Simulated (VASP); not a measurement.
```
YN
1.0
    0.00000     2.39078     2.39078
    2.39078     0.00000     2.39078
    2.39078     2.39078     0.00000
Y N
1 1
Direct
  0.00000   0.00000   0.00000
  0.50000   0.50000   0.50000
```

These are rev-vdW-DF2, VASP's PBE PAW potentials (set 64) (plane waves; VASP) values and carry that method's errors. Run with 520 eV cut-off, 9×9×9 Γ-centred mesh, Gaussian smearing of 0.050 eV, potentials Y_sv N.

Question: The job: YN (rock salt), 2 atoms, rev-vdW-DF2, static run, 520 eV, 9×9×9 Γ-centred mesh. Roughly how much core time does it take on a busy server core?

Answer: About 30 core-seconds (one run on a shared machine, a rough figure). It had 35 irreducible k-points, 12 bands, up to 751 plane waves and 16 electronic steps.

The compound is YN in the rock salt structure. This cell is one point of a volume scan, at 0.94 of the reference volume.
